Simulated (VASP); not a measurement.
Given:

```
EuGe2
1.0
    4.29547     0.00000     0.00000
   -2.14773     3.71998     0.00000
    0.00000     0.00000     4.14839
Eu Ge
1 2
Cartesian
 -2.14773   3.71998   0.00000
  2.14774   1.23999   2.15318
  0.00000   2.47999   1.99521
```

The numbers are results of PBEsol GGA, VASP's PBE PAW potentials (set 64) (plane waves; VASP 6.6.1), not measurements. Numerical set-up: 480 eV cut-off, 8×8×8 Γ-centred mesh, first-order Methfessel-Paxton smearing of 0.10 eV, potentials Eu_2 Ge_d.

The 4f electrons are frozen in the core of the lanthanide potential, so 4f levels, which can set the real gap, and their magnetism are missing.

Predict the energy per atom (σ→0), band gap (on the k-mesh) with the smallest direct gap where there is one.

```json
{
  "band gap (on the k-mesh)": "none (metal, semimetal or under 0.01 eV)",
  "energy per atom (σ→0)": "-4.681 eV/atom"
}
```

Total energies compare only between runs with the same potentials, cut-off and functional.

The structure comes from a computed database's EuGe2 entry (P-3m1); how it stands against other phases isn't given here. This cell was strained or had an atom moved on purpose.
